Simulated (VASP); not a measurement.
A convergence study with VASP on ZnS (wurtzite): one setting is varied, all else stays as given below, so the limit is that of these other settings.

```
CELL_PARAMETERS angstrom
      1.91000    -3.30822     0.00000
      1.91000     3.30822     0.00000
      0.00000     0.00000     6.26000
ATOMIC_POSITIONS crystal
  Zn 0.66667 0.33333 0.50000
  Zn 0.33333 0.66667 0.00000
  S  0.66667 0.33333 0.87500
  S  0.33333 0.66667 0.37500
```

All values below come from PBE GGA, VASP's PBE PAW potentials (set 64) (plane waves; VASP 6.6.1). The tightest run used: 550 eV cut-off, 16×16×8 Γ-centred mesh, Gaussian smearing of 0.050 eV, potentials Zn S.

Task: The settings run are 1×1×1 mesh; 2×2×1 mesh; 3×3×2 mesh; 4×4×2 mesh; 5×5×2 mesh; 6×6×3 mesh; 7×7×4 mesh; 8×8×4 mesh; 9×9×4 mesh; 10×10×5 mesh; 11×11×6 mesh; 12×12×6 mesh; 13×13×6 mesh; 14×14×7 mesh; 15×15×8 mesh; 16×16×8 mesh. From which on does the energy per atom stay within 0.01 eV/atom of the tightest run?

Result: From 5×5×2 mesh on: it is off by 0.0026 there and by no more than 0.01 in any finer run, while 4×4×2 mesh is off by 0.0118.
```
setting       E (eV/atom)  pressure (GPa)  irreducible k-points  difference judged (eV/atom)
------------  -----------  --------------  --------------------  ---------------------------
1×1×1 mesh        -0.0736           29.23                     1                       3.3475
2×2×1 mesh        -3.1674            3.33                     2                       0.2538
3×3×2 mesh        -3.3656            2.26                     6                       0.0556
4×4×2 mesh        -3.4093            1.77                     8                       0.0118
5×5×2 mesh        -3.4185            1.64                    10                       0.0026
6×6×3 mesh        -3.4199            1.66                    14                       0.0012
7×7×4 mesh        -3.4209            1.64                    24                       0.0002
8×8×4 mesh        -3.4211            1.64                    30                       0.0001
9×9×4 mesh        -3.4211            1.64                    36                       0.0000
10×10×5 mesh      -3.4211            1.64                    42                       0.0000
11×11×6 mesh      -3.4212            1.64                    64                       0.0000
12×12×6 mesh      -3.4212            1.64                    76                       0.0000
13×13×6 mesh      -3.4212            1.64                    84                       0.0000
14×14×7 mesh      -3.4212            1.64                    96                       0.0000
15×15×8 mesh      -3.4212            1.64                   135                       0.0000
16×16×8 mesh      -3.4212            1.64                   150                       0.0000
```

Left out are rungs that failed or repeat a setting and relaxations that didn't move; long series are thinned to 24 rows.

The compound is ZnS in the wurtzite structure, the high-temperature form. The cell was not relaxed at this level.
